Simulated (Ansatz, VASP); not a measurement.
**Ta (generalised stacking fault on (110) of Ta) in two plane-wave programs**

Aim: how closely do two programs agree when they are given the same cell, functional and k mesh? The cell is taken from a series of runs on this material, whose earlier steps may have relaxed, scaled, displaced or heated it; both programs get it as it stands.

Calculated with Ansatz 0.2.0; plane waves, with VASP 6.6.1 beside it; single point at PBE.

### 1. Starting point

The cell holds 12 atoms: 12 Ta. Cell: a = 2.875 Å, b = 2.875 Å, c = 28.236 Å, α = 91.3°, β = 86.1°, γ = 109.5°. It derives from Ta. 48 atoms of Ta, stacked on (1 1 0); one fault a cell: the periodic image above is shifted rigidly by 1.917 A along the in-plane vector of length 2.875 A (1/2<111>); atoms relaxed along the normal alone with the MACE-MP-0b2 potential. Lattice constants are starting values near those of PBE. Folded to one surface cell (a quarter of the atoms). The structure's axis is c.

### 2. VASP: single point, PBE, pair 1

With cell and atoms fixed, the geometry can't cause a difference; cores, projectors, grids and the points listed under the comparison can.

Lines of VASP's logs that name or quote its potential files are left out, and so is its time.

Input file INCAR:

```
SYSTEM = Ta
PREC = Accurate
ENCUT = 400
EDIFF = 1E-06
NELM = 120
ISMEAR = -1
SIGMA = 0.1
LREAL = .FALSE.
ALGO = Normal
GGA = PE
NBANDS = 81
LASPH = .TRUE.
LORBIT = 11
LWAVE = .FALSE.
LCHARG = .FALSE.
ISIF = 2
GGA_COMPAT = .FALSE.
KPAR = 2
```

Input file POSCAR:

```
Ta
1.0
    2.8752000000      0.0000000000      0.0000000000
   -0.9584000000      2.7107700000      0.0000000000
    1.9168000000      0.0000000000     28.1711300000
Ta
12
Direct
    0.8802700000      0.0000000000      0.1795900000
    0.3250200000      0.5000000000      0.2624700000
    0.7699600000      0.0000000000      0.3450500000
    0.2144900000      0.5000000000      0.4282500000
    0.6591500000      0.0000000000      0.5112800000
    0.1038100000      0.5000000000      0.5942900000
    0.5484300000      0.0000000000      0.6773500000
    0.9930900000      0.5000000000      0.7603600000
    0.4377500000      0.0000000000      0.8433900000
    0.8822800000      0.5000000000      0.9265900000
    0.3272200000      0.0000000000      0.0091700000
    0.7719700000      0.5000000000      0.0920500000
```

Input file KPOINTS:

```
Automatic mesh
0
Gamma
14 14 1
0 0 0
```

The projector-augmented-wave data sets are Ta_pv (PBE family, release 64).

The run is started by

```
$ mpirun -np 2 vasp_std
```

Numbers of over 12 decimals in the logs are rounded to 6 here.

The log of the run:

```text
[banner, memory and clock lines left out]
running    2 mpi-ranks, on    1 nodes
 distrk:  each k-point on    1 cores,    2 groups
 distr:  one band on    1 cores,    1 groups

 POSCAR found type information on POSCAR Ta
 POSCAR found :  1 types and      12 ions
 LDA part: xc-table for (Slater+PW92), standard interpolation
 POSCAR, INCAR and KPOINTS ok, starting setup
 FFT: planning ... GRIDC
 FFT: planning ... GRID_SOFT
 FFT: planning ... GRID
 WAVECAR not read
 entering main loop
       N       E                     dE             d eps       ncg     rms          rms(c)
DAV:   1     0.129030420479E+04    0.12903E+04   -0.63060E+04 16224   0.142E+03
DAV:   2    -0.772633819468E+02   -0.13676E+04   -0.13288E+04 17427   0.467E+02
DAV:   3    -0.145253768526E+03   -0.67990E+02   -0.64176E+02 20235   0.908E+01
DAV:   4    -0.147335013663E+03   -0.20812E+01   -0.20340E+01 19224   0.139E+01
DAV:   5    -0.147410773182E+03   -0.75760E-01   -0.75469E-01 20792   0.215E+00    0.458E+01
DAV:   6    -0.155295095909E+03   -0.78843E+01   -0.50997E+01 23551   0.378E+01    0.266E+01
DAV:   7    -0.429861981915E+03   -0.27457E+03   -0.26446E+03 25195   0.874E+01    0.680E+01
DAV:   8    -0.193063993591E+03    0.23680E+03   -0.42179E+02 20033   0.463E+01    0.290E+01
DAV:   9    -0.143054965481E+03    0.50009E+02   -0.23443E+02 23134   0.313E+01    0.142E+01
DAV:  10    -0.141534253791E+03    0.15207E+01   -0.99554E+01 21183   0.187E+01    0.673E+00
DAV:  11    -0.141843514589E+03   -0.30926E+00   -0.15681E+01 20392   0.115E+01    0.417E+00
DAV:  12    -0.141964092725E+03   -0.12058E+00   -0.19998E+00 19872   0.552E+00    0.419E+00
DAV:  13    -0.142002646055E+03   -0.38553E-01   -0.20252E-01 20800   0.171E+00    0.384E+00
DAV:  14    -0.141861482218E+03    0.14116E+00   -0.15764E-01 20248   0.183E+00    0.255E+00
[...]
DAV:  20    -0.141727132516E+03    0.14319E-02   -0.36675E-03 19536   0.248E-01    0.262E-01
DAV:  21    -0.141726595187E+03    0.53733E-03   -0.72697E-04 21384   0.890E-02    0.207E-01
DAV:  22    -0.141726069302E+03    0.52589E-03   -0.14651E-03 20176   0.171E-01    0.318E-02
DAV:  23    -0.141726085314E+03   -0.16012E-04   -0.37625E-04 20160   0.865E-02    0.330E-02
DAV:  24    -0.141726076119E+03    0.91950E-05   -0.71919E-05 18568   0.394E-02    0.221E-02
DAV:  25    -0.141726079483E+03   -0.33634E-05   -0.90789E-06 15800   0.156E-02    0.206E-02
DAV:  26    -0.141726074671E+03    0.48114E-05   -0.10823E-05 15192   0.175E-02    0.923E-03
DAV:  27    -0.141726073976E+03    0.69479E-06   -0.20519E-06 13512   0.667E-03
   1 F= -.14172607E+03 E0= -.14148062E+03  d E =-.490908E+00
```

From OUTCAR (step 2):

```text
ion  position               nearest neighbor table
   1  0.880  0.000  0.180-  12 2.81   2 2.86   2 2.86  12 2.97   2 3.31   2 3.31  12 3.40
   2  0.325  0.500  0.262-   3 2.86   3 2.86   1 2.86   1 2.86   3 3.31   3 3.31   1 3.31   1 3.31

  LATTYP: Found a triclinic cell.
 ALAT       =     2.8752000000
 B/A-ratio  =     1.0000017850
 C/A-ratio  =     9.8036407827
 COS(alpha) =     0.0113336377
 COS(beta)  =     0.0340009738
 COS(gamma) =     0.3333327383

 Subroutine GETGRP returns: Found  2 space group operations
 (whereof  1 operations were pure point group operations)

The static configuration has the point symmetry C_1 .
 The point group associated with its full space group is S_2 .

 Found    100 irreducible k-points:

   k-points           NKPTS =    100   k-points in BZ     NKDIM =    100   number of bands    NBANDS=     81

   dimension x,y,z NGX =    20 NGY =   20 NGZ =  192
   dimension x,y,z NGXF=    40 NGYF=   40 NGZF=  384

   ENCUT  =  400.0 eV  29.40 Ry    5.42 a.u.   4.69  4.69 46.05*2*pi/ulx,y,z

   NELECT =     132.0000    total number of electrons

 k-points in reciprocal lattice and weights: Automatic mesh
   0.00000000  0.00000000  0.00000000       0.005
   0.07142857  0.00000000 -0.00000000       0.010
   0.14285714  0.00000000  0.00000000       0.010
   0.21428571  0.00000000  0.00000000       0.010
   0.28571429 -0.00000000  0.00000000       0.010
   0.35714286  0.00000000 -0.00000000       0.010
   0.42857143  0.00000000  0.00000000       0.010
   0.50000000 -0.00000000  0.00000000       0.005
   0.00000000  0.07142857  0.00000000       0.010
[...]
0.42857143  0.50000000  0.00000000       0.010
   0.50000000  0.50000000  0.00000000       0.005

 average (electrostatic) potential at core
       1 -36.7573       2 -36.6048       3 -36.5688       4 -36.5811       5 -36.5769
       6 -36.5784       7 -36.5784       8 -36.5769       9 -36.5811      10 -36.5688
      11 -36.6048      12 -36.7573

 E-fermi :   5.4019

 k-point     1 :       0.0000    0.0000    0.0000
  band No.  band energies     occupation
    ...
     56       4.9701      1.97370
     57       5.2961      1.48480
     58       5.3299      1.34520
     59       5.3607      1.20336
     60       5.4086      0.96664
     61       5.5576      0.34833
     62       5.6433      0.16422
     63       5.7817      0.04385
     64       5.8156      0.03145
     65       5.9594      0.00756
    ...

 k-point     2 :       0.0714    0.0000   -0.0000
  band No.  band energies     occupation
    ...
     57       5.1559      1.84262
     58       5.1915      1.78262
     59       5.2356      1.68142
     60       5.2828      1.53397
     61       5.4731      0.65845
     62       5.5381      0.40778
     63       5.6678      0.13095
     64       5.7623      0.05298
     65       5.8602      0.02025
     66       5.8781      0.01696
    ...

 k-point     3 :       0.1429    0.0000    0.0000
  band No.  band energies     occupation
    ...
     60       5.0925      1.91332
     61       5.2064      1.75200
     62       5.2579      1.61701
     63       5.3680      1.16787
     64       5.4661      0.68991
     65       5.5552      0.35523
     66       5.5952      0.25287
     67       5.6254      0.19342
     68       5.6936      0.10265
     69       5.8053      0.03481
    ...

  Total        0.1836651      0.8477469      1.8079673     -0.7074894     -0.0224600      0.4509439
  in kB        1.3402079      6.1860271     13.1927749     -5.1625647     -0.1638908      3.2905469
  external PRESSURE =       6.9063366 kB  Pullay stress =       0.0000000 kB

  energy-cutoff  :      400.00
  volume of cell :      219.57
      direct lattice vectors                 reciprocal lattice vectors
     2.875200000  0.000000000  0.000000000     0.347801892  0.122966291 -0.023664889
    -0.958400000  2.710770000  0.000000000     0.000000000  0.368898874  0.000000000
     1.916800000  0.000000000 28.171130000     0.000000000  0.000000000  0.035497334

 POSITION                                       TOTAL-FORCE (eV/Angst)
 -----------------------------------------------------------------------------------
      2.87519      0.00000      5.05925         0.309256      0.219276      0.003191
      0.95840      1.35539      7.39408        -0.052711     -0.096836     -0.003752
      2.87518      0.00000      9.72045         0.001856      0.024227     -0.000039
      0.95837      1.35539     12.06429         0.007012     -0.007081      0.000986
      2.87521      0.00000     14.40334        -0.001405     -0.000470     -0.002038
      0.95841      1.35539     16.74182         0.001699      0.004625      0.006561
      2.87519      0.00000     19.08171        -0.001699     -0.004625     -0.006561
      3.83359      1.35539     21.42020         0.001405      0.000470      0.002038
      2.87523      0.00000     23.75925        -0.007012      0.007081     -0.000986
      3.83362      1.35539     26.10309        -0.001856     -0.024227      0.000039
      0.95840      0.00000      0.25833         0.052711      0.096836      0.003752
      1.91681      1.35539      2.59315        -0.309256     -0.219276     -0.003191
 -----------------------------------------------------------------------------------
    total drift:                                0.000006     -0.000003      0.000011

  FREE ENERGIE OF THE ION-ELECTRON SYSTEM (eV)
  ---------------------------------------------------
  free  energy   TOTEN  =      -141.7260739764 eV

  energy  without entropy=     -141.2351664437  energy(sigma->0) =     -141.48062021

 total charge
# of ion       s       p       d       tot
------------------------------------------
    1        0.373   6.158   2.367   8.898
    2        0.369   6.168   2.381   8.918
    3        0.369   6.168   2.379   8.916
    4        0.368   6.167   2.375   8.910
    5        0.369   6.167   2.377   8.913
    6        0.369   6.167   2.376   8.912
    7        0.369   6.167   2.376   8.912
    8        0.369   6.167   2.377   8.913
    9        0.368   6.167   2.375   8.910
   10        0.369   6.168   2.379   8.916
   11        0.369   6.168   2.381   8.918
   12        0.373   6.158   2.367   8.898
--------------------------------------------------
tot          4.435  73.992  28.509 106.935

[... 3 further parts left out ...]
```

The run ends at a pressure of 0.69 GPa, with forces up to 0.38 eV/Å.

### 3. Ansatz: single point, PBE, pair 1

Ansatz runs on its default PAW (the set named soft_2) files.

The same cell, functional, mesh and smearing now go to Ansatz, which takes its cutoff from its data sets.

Input file input.yaml:

```yaml
crystal:
  lattice:
    - [2.8752, 0.0, 0.0]
    - [-0.9584, 2.71077, 0.0]
    - [1.9168, 0.0, 28.17113]
  atoms:
    - { symbol: Ta, position: [0.88027, 0.0, 0.17959] }
    - { symbol: Ta, position: [0.32502, 0.5, 0.26247] }
    - { symbol: Ta, position: [0.76996, 0.0, 0.34505] }
    - { symbol: Ta, position: [0.21449, 0.5, 0.42825] }
    - { symbol: Ta, position: [0.65915, 0.0, 0.51128] }
    - { symbol: Ta, position: [0.10381, 0.5, 0.59429] }
    - { symbol: Ta, position: [0.54843, 0.0, 0.67735] }
    - { symbol: Ta, position: [0.99309, 0.5, 0.76036] }
    - { symbol: Ta, position: [0.43775, 0.0, 0.84339] }
    - { symbol: Ta, position: [0.88228, 0.5, 0.92659] }
    - { symbol: Ta, position: [0.32722, 0.0, 0.00917] }
    - { symbol: Ta, position: [0.77197, 0.5, 0.09205] }
kpoints:
  mp_grid: { grid: [14, 14, 1] }
hamiltonian:
  xc: pbe
scf:
  occupations: { method: fermi_dirac, width: 0.1 }
output:
  forces: true
```

The run is started by

```
$ ansatz run input.yaml --threads 6 --pin off --max-ram 102400MiB --backend cuda --events-out ev --progress --plain --runs-dir out
```

The log of the run:

```text
Engine: ansatz 0.2.0, x86_64-unknown-linux-gnu
Pseudopotentials: kind: paw
Pseudopotential: Ta, paw, valence charge 13, recommended cutoff 420 eV (normal), Ta.paw.azcp
Functional definition: PBE
  parameter kappa = 0.804
  parameter beta = 0.066725
  exchange = pbe_x(kappa = kappa, mu = beta*pi^2/3)
  correlation = pbe_c(beta = beta)
device memory: the entry about to start is reckoned to put 19.1 GiB on a device that reports 61.9 GiB free
GPU FFT provider: cuFFT
GPU libraries: cuBLAS 13.8.2, cuFFT 12.4.0, cuSOLVER 12.3.4
Crystal: 12 atoms, lattice volume = 219.566 Å³
Basis set: ecut = 420 eV, 4299 PW (Γ), exchange–correlation on 40×40×384 points (8 copies of the dense FFT grid, shifted against one another)
Bands: 94, of which v1, the nominal top of the filled ones, is band 78 counted from 1 (77 counted from 0)
Symmetry: 2 space group operations
Space group: P-1 (ITA 2), of the structure as read, at distance tolerance 6.0e-5 Å
k-points: 100 of 196
Non-local potential: Ta, projectors of the file, l = 0: 3, l = 1: 2, l = 2: 2, l = 3: 1
PAW form: soft (Blöchl's): semilocal exchange-correlation on the pseudo side does not see the compensation charge
PAW one-centre angular grid: Ta, 590 points (default); XC on 64 Gauss nodes
Initial density: superposition of atomic densities (neutral atoms: chi_scale 0, normalization atom), corrected by the library's trained network
Initial wavefunctions: pseudopotential atomic-orbital guess
GPU buffer pool allocated for 76800 grid points (all kernels)
GPU transforms: local potential and band sums: pruned to the plane-wave sphere, on 20×20×192
Functional: x = pbe(κ = 0.804, μ = 0.219515), c = pbe(β = 0.066725)
SCF iter   1: F=—  HF=-119187.011402 eV  |F-HF|=—  |Δ(HF+E_count)|=         —  Δρ=4.83e-3  dr2=4.24e0  ethr=1.77e-3  ⟨swp⟩=5.5  Hψ=37713  notcnv=0
preconditioner: auto → Kerker (q_TF=auto, 2.577 Å⁻¹)  [metal: Δε(μ)=0.008 eV  Ē_g=4.173 eV  σ=0.100 eV  W_gap=0.02  n_scr=64 (ndim 8)  ℏωp=19.4 eV  f_vac=0.000  D(μ)=14.64/eV (n_scr^D=162)]
SCF iter   2: F=—  HF=-119186.990851 eV  |F-HF|=—  |Δ(HF+E_count)|=   2.06e-2  Δρ=2.46e-3  dr2=9.65e-1  ethr=1.77e-3  ⟨swp⟩=1.0  Hψ=10900  notcnv=0
SCF iter   3: F=—  HF=-119186.985770 eV  |F-HF|=—  |Δ(HF+E_count)|=   5.08e-3  Δρ=4.82e-4  dr2=1.21e-3  ethr=6.18e-4  ⟨swp⟩=1.0  Hψ=9400  notcnv=0
SCF iter   4: F=—  HF=-119186.984850 eV  |F-HF|=—  |Δ(HF+E_count)|=   9.20e-4  Δρ=7.64e-5  dr2=1.13e-4  ethr=7.78e-7  ⟨swp⟩=2.0  Hψ=11153  notcnv=0
SCF iter   5: F=—  HF=-119186.984851 eV  |F-HF|=—  |Δ(HF+E_count)|=   2.48e-7  Δρ=1.98e-5  dr2=1.30e-6  ethr=7.21e-8  ⟨swp⟩=1.3  Hψ=9583  notcnv=0
SCF iter   6: F=—  HF=-119186.985681 eV  |F-HF|=—  |Δ(HF+E_count)|=   8.31e-4  Δρ=4.44e-6  dr2=5.26e-8  ethr=6.41e-11  ⟨swp⟩=5.0  Hψ=35756  notcnv=0
SCF iter   7: F=-119186.985681 eV  HF=-119186.985681 eV  |F-HF|=7.57e-10  |Δ(HF+E_count)|=   8.80e-9  Δρ=7.88e-7  dr2=1.63e-9  ethr=3.37e-11  ⟨swp⟩=2.0  Hψ=30000  notcnv=0
SCF 1 converged in 7 iterations: F = -119186.985681 eV  dr2 = 1.63e-9
  greatest PAW one-centre occupation: 0.999 electrons in one spin orbital (limit 2), on the Ta atom at site 10 (counted from 0), in its partial waves of l = 0
SCF converged after 7 iterations
Free energy (F): -119186.985681 eV
Harris-Foulkes:  -119186.985681 eV  (|F-HF|=7.57e-10)
Internal energy: -119186.495054 eV  (E = F + TS)
E sigma→0 (E₀):  -119186.740367 eV
Entropy (-TS):   -0.490628 eV (-40.886 meV/atom)
Fermi energy:    18.352893 eV
--- Per-component energies (eV) ---
  E_band       = -1292.755131
  E_kinetic    = 4388.368675
  E_local      = -6711.315213  (includes V_loc(G=0)·N_el)
  E_nonlocal   = 177.252468
  E_hartree    = 2327.626021
  E_xc         = -2620.269514
  E_vxc        = -2446.924611  (∫ρ·V_xc dr)
  E_paw        = -100759.324346  (= ΣΔE_a)
  E_vpaw       = -1355.389754  (= ΣTr[D̂ρ^β])
  E_aug_tail   = 0.001638  (compensation charges beyond the density's cutoff)
  E_ewald      = -15988.834784
  E_smearing   = -0.490628  (= −TS)
  E_closure    = 0.000000  (closes the sum)
  Σ components = -119186.985681   (vs F -119186.985681, Δ=0.00e0)
--- Forces (eV/Å), atoms counted from 1 ---
  atom   1  Ta     0.31121305     0.21879217     0.00399495
  atom   2  Ta    -0.05308408    -0.09736230    -0.00317430
  atom   3  Ta     0.00158931     0.02410671     0.00031790
  atom   4  Ta     0.00690540    -0.00707423     0.00075003
  atom   5  Ta    -0.00136780    -0.00049523    -0.00212464
  atom   6  Ta     0.00189968     0.00460951     0.00662590
  atom   7  Ta    -0.00189968    -0.00460951    -0.00662590
  atom   8  Ta     0.00136780     0.00049523     0.00212464
  atom   9  Ta    -0.00690540     0.00707423    -0.00075003
  atom  10  Ta    -0.00158931    -0.02410671    -0.00031790
  atom  11  Ta     0.05308408     0.09736230     0.00317430
  atom  12  Ta    -0.31121305    -0.21879217    -0.00399495
  max |Σ_I F_I| component: 2.78e-17 eV/Å
```

In the SCF lines HF is the Harris–Foulkes energy and dr2 the Hartree energy of the density residual, in eV; the loop may stop once dr2 is under the threshold and the program's other checks hold. Hψ counts applications of the Hamiltonian.

### 4. Side by side

Known differences besides the potentials themselves: the data sets hold 156 valence electrons in Ansatz (on its default PAW (the set named soft_2) files) and 132 in VASP; the cutoff is 420 eV in Ansatz and 400 eV in VASP. Total energies have different zeros and are not compared.

Forces on 7 of the 12 atoms, those with the largest forces and the largest differences (eV/Å; atoms numbered as in POSCAR):

```tsv
atom	Ansatz x, y, z	VASP x, y, z
Ta1	0.311, 0.219, 0.004	0.309, 0.219, 0.003
Ta2	-0.053, -0.097, -0.003	-0.053, -0.097, -0.004
Ta3	0.002, 0.024, 0.000	0.002, 0.024, 0.000
Ta9	-0.007, 0.007, -0.001	-0.007, 0.007, -0.001
Ta10	-0.002, -0.024, 0.000	-0.002, -0.024, 0.000
Ta11	0.053, 0.097, 0.003	0.053, 0.097, 0.004
Ta12	-0.311, -0.219, -0.004	-0.309, -0.219, -0.003
```

The forces differ by 0.6 meV/Å r.m.s., which is 0.6 % of the r.m.s. force of 0.093 eV/Å (both taken over all components).

(Continued in part 2 of 2.)

[Lines on the potential files, build, host, timing and source positions are cut from VASP's logs without a mark.]

[Logs are printed without paths, hosts, clocks, repeated set-up lines and the standing remarks that a program may print on its own settings, such as how far it seeks lower states.]

[Hosts, paths, dates, database ids (printed as entryN), source tags and the programs' standing remarks are cut or masked in the printed files.]
